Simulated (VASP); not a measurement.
Calculation: PBEsol GGA, VASP's PBE PAW potentials (set 64) (plane waves; VASP).

A VASP calculation is set up with these files.

POSCAR:
```
TiZn
3.123750
  1.0000000000   0.0000000000   0.0000000000
  0.0000000000   1.0000000000   0.0000000000
  0.0000000000   0.0000000000   1.0000000000
Ti Zn
1 1
Direct
  0.5000000000   0.5000000000   0.5000000000
  0.0000000000   0.0000000000   0.0000000000
```

**INCAR**
```
# general
SYSTEM =TiZn
PREC   =Accurate
ENCUT  =300   # plane-wave cut-off (eV)
LREAL  =F
LASPH  =T   # aspherical one-centre terms

# electronic loop
EDIFF  =1E-6   # SCF stop (eV)
NELM   =100
ALGO   =Normal   # blocked Davidson
LMAXMIX=4

# smearing
ISMEAR =-1
SIGMA  =0.1

# functional
GGA    =PS

# ions
ISIF   =2   # forces and stress, cell fixed

# output
LWAVE  =F
LCHARG =F
```

### KPOINTS
```
Automatic mesh
0
Gamma
7 7 7
0 0 0
```

POTCAR, in this order: Ti_sv Zn (PBE.64 set). Program: vasp_std.

The run wrote:

OSZICAR:
```
       N       E                     dE             d eps       ncg     rms          rms(c)
DAV:   1     0.126349354867E+03    0.12635E+03   -0.99255E+03   640   0.150E+03
DAV:   2    -0.187938385073E+01   -0.12823E+03   -0.12683E+03   712   0.333E+02
DAV:   3    -0.117769917387E+02   -0.98976E+01   -0.98718E+01  1040   0.865E+01
DAV:   4    -0.120566163782E+02   -0.27962E+00   -0.27906E+00   736   0.115E+01
DAV:   5    -0.120621874169E+02   -0.55710E-02   -0.55710E-02   848   0.145E+00    0.100E+01
DAV:   6    -0.103972669519E+02    0.16649E+01   -0.98062E+00   784   0.324E+01    0.264E+00
DAV:   7    -0.103689969222E+02    0.28270E-01   -0.27044E-01   728   0.721E+00    0.185E+00
DAV:   8    -0.103578888054E+02    0.11108E-01   -0.54880E-02   768   0.316E+00    0.654E-01
DAV:   9    -0.103547147702E+02    0.31740E-02   -0.12294E-02   784   0.168E+00    0.617E-02
DAV:  10    -0.103547639239E+02   -0.49154E-04   -0.53667E-04   680   0.226E-01    0.421E-02
DAV:  11    -0.103547644493E+02   -0.52537E-06   -0.24047E-05   872   0.380E-02    0.165E-02
DAV:  12    -0.103547656460E+02   -0.11967E-05   -0.28472E-06   696   0.173E-02    0.671E-03
DAV:  13    -0.103547654961E+02    0.14989E-06   -0.63704E-07   352   0.865E-03
   1 F= -.10354765E+02 E0= -.10336704E+02  d E =-.361237E-01
```

File OUTCAR:
```
------------------------ aborting loop because EDIFF is reached ----------------------------------------
  FORCE on cell =-STRESS in cart. coord.  units (eV):
  Direction    XX          YY          ZZ          XY          YZ          ZX
  --------------------------------------------------------------------------------------
  Total       -0.5182135     -0.5182135     -0.5182135     -0.0000000      0.0000000     -0.0000000
  in kB      -27.2389606    -27.2389606    -27.2389606     -0.0000000      0.0000000     -0.0000000
  external PRESSURE =     -27.2389606 kB  Pullay stress =       0.0000000 kB
  volume of cell :       30.48
      direct lattice vectors                 reciprocal lattice vectors
     3.123750000  0.000000000  0.000000000     0.320128051  0.000000000  0.000000000
     0.000000000  3.123750000  0.000000000     0.000000000  0.320128051  0.000000000
     0.000000000  0.000000000  3.123750000     0.000000000  0.000000000  0.320128051
 POSITION                                       TOTAL-FORCE (eV/Angst)
 -----------------------------------------------------------------------------------
      1.56187      1.56187      1.56187         0.000000      0.000000      0.000000
      0.00000      0.00000      0.00000         0.000000      0.000000      0.000000
 -----------------------------------------------------------------------------------
    total drift:                                0.000000     -0.000000     -0.000000
  FREE ENERGIE OF THE ION-ELECTRON SYSTEM (eV)
  ---------------------------------------------------
  free  energy   TOTEN  =       -10.3547654961 eV

  energy  without entropy=      -10.3186417697  energy(sigma->0) =      -10.33670363
```
(Selected blocks of OUTCAR.)

At this cut-off the stress carries a Pulay error, which pulls relaxed volumes low.

The structure comes from a computed database's TiZn entry (Pm-3m); how it stands against other phases isn't given here. The cell was not relaxed at this level.
